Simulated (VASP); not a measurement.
Input for VASP

**INCAR**
```
# general
SYSTEM  = AgCl
PREC    = Accurate
ENCUT   = 520
LREAL   = F
LASPH   = T

# electronic loop
EDIFF   = 1E-7
NELM    = 100
ALGO    = Normal
LMAXMIX = 4

# smearing
ISMEAR  = 0
SIGMA   = 0.05

# functional
GGA     = RE

# ions
ISIF    = 2

# output
LWAVE   = F
LCHARG  = F
```

**KPOINTS**
```
Automatic mesh
0
Gamma
8 8 8
0 0 0
```

POSCAR:
```
AgCl
5.6012520
  0.0000000000   0.4999999795   0.4999999795
  0.4999999795   0.0000000000   0.4999999795
  0.4999999795   0.4999999795   0.0000000000
Ag Cl
1 1
Cartesian
  0.0000000000   0.0000000000   0.0000000000
  0.4999999795   0.4999999795   0.4999999795
```

POTCAR, in this order: Ag Cl (PBE.64 set). Program: vasp_std.

Question: Write an equivalent input for Ansatz.

Answer: One equivalent input (not run):
Ansatz 0.2 input:
```yaml
crystal:
  lattice:
    - [0.0000000, 2.8006259, 2.8006259]
    - [2.8006259, 0.0000000, 2.8006259]
    - [2.8006259, 2.8006259, 0.0000000]
  atoms:
    - { symbol: Ag, position: [0.0000000, 0.0000000, 0.0000000] }
    - { symbol: Cl, position: [0.5000000, 0.5000000, 0.5000000] }
kpoints:
  mp_grid: { grid: [8, 8, 8] }
hamiltonian:
  xc: revpbe
  pseudopotentials: { kind: paw }
scf:
  occupations: { method: gaussian, width: 0.05 }
  max_iter: 100
output: { forces: true, stress: true, eigenvalues: true }
```
What does not carry over: each code has its own PAW files, so the cut-off isn't converted (ENCUT is set for VASP's; basis.ecutwfc is left out, and Ansatz then takes the one that its files recommend); Ansatz stops its SCF on the density residual and VASP on the energy change (EDIFF).

The compound is AgCl in the rock salt structure. This cell is one point of a volume scan, at 0.94 of the reference volume.
